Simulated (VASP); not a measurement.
A run of VASP 6.6.1:

INCAR

```
  PREC = Accurate
  ENCUT = 520
  EDIFF = 1E-7
  ISMEAR = 0
  SIGMA = 0.1
  LREAL = F
  LASPH = T
  NELM = 100
  ALGO = Normal
  ISIF = 2
  LWAVE = F
  LCHARG = T
  GGA = PE
  LELF = T
  LVHAR = T
  NBANDS = 37
```

Contents of KPOINTS:

```
regular mesh
0
Gamma
  4 4 4
```

The input POSCAR:

```
Ca4SiSe2
1.0
   -2.9461647000      2.9461647000      5.9319775600
    2.9461647000     -2.9461647000      5.9319775600
    2.9461647000      2.9461647000     -5.9319775600
Ca Si Se
4 1 2
Direct
    0.1221451300      0.6535200500      0.0000000000
    0.8778548700      0.8778548700      0.5313749200
    0.6535200500      0.1221451300      0.0000000000
    0.3464799500      0.3464799500      0.4686250800
    0.5000000000      0.5000000000      0.0000000000
    0.2500000000      0.7500000000      0.5000000000
    0.7500000000      0.2500000000      0.5000000000
```

Potentials or basis: VASP PAW PBE potentials, release 64 (Ca_sv, Si, Se).

The run is started by

```sh
$ cat potpaw_PBE.64/Ca_sv/POTCAR potpaw_PBE.64/Si/POTCAR potpaw_PBE.64/Se/POTCAR > POTCAR
$ mpirun -np 1 vasp_std > vasp.out
```

Hardware: 1 thread of Intel(R) Xeon(R) Platinum 8375C CPU @ 2.90GHz (Ice Lake) (shared host).

Problem. How long does it take, and how much memory?

Solution. It took 2.6 min on 1 thread of Intel(R) Xeon(R) Platinum 8375C CPU @ 2.90GHz (Ice Lake), with other jobs on the host, peak memory 0.45 GiB. Counts: scf iterations 16, k points 13.
